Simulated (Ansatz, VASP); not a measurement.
Two plane-wave programs on Na6BN

```xyz
8
Lattice="0.0000 5.0159 5.0159 5.0159 0.0000 5.0159 5.0159 5.0159 0.0000" Properties=species:S:1:pos:R:3 pbc="T T T"
Na    5.0159    7.3692    5.0159
Na    5.0159    5.0159    2.6625
Na    5.0159    2.6625    5.0159
Na    7.3692    5.0159    5.0159
Na    2.6625    5.0159    5.0159
Na    5.0159    5.0159    7.3692
B     0.0000    0.0000    0.0000
N     5.0159    5.0159    5.0159
```

Change from the starting cell: species swapped into the ZrCrF6 type (Fm-3m, No. 225).

Alike in both runs: functional PBE; k mesh 8 × 8 × 8; occupations gaussian, width 0.1 eV; no spin polarisation.

Ansatz relaxed the structure, and its values are those at the end. VASP's run is a single point on that final structure, the one shown.

|  | VASP | Ansatz |
| --- | --- | --- |
| version | VASP 6.6.1 | Ansatz 0.2.0 |
| potentials or method | VASP PAW PBE potentials, release 64 (Na_pv, B, N) | scalar-relativistic, plane waves, PAW |
| plane-wave cutoff (eV) | 520 | 420 |
| valence electrons in the cell | 50 | 62 |

```csv
,VASP,Ansatz,Ansatz less VASP
gap on the k mesh at the Fermi level (eV),none,none,-
pressure (GPa),0.0,0.0,-0.02
rms of the force components (eV/Å),0.011,0.005,-0.0056
```

A gap of «none» marks a metal or a gap that the smearing closes. The two sets of potentials don't hold the same shells in valence.
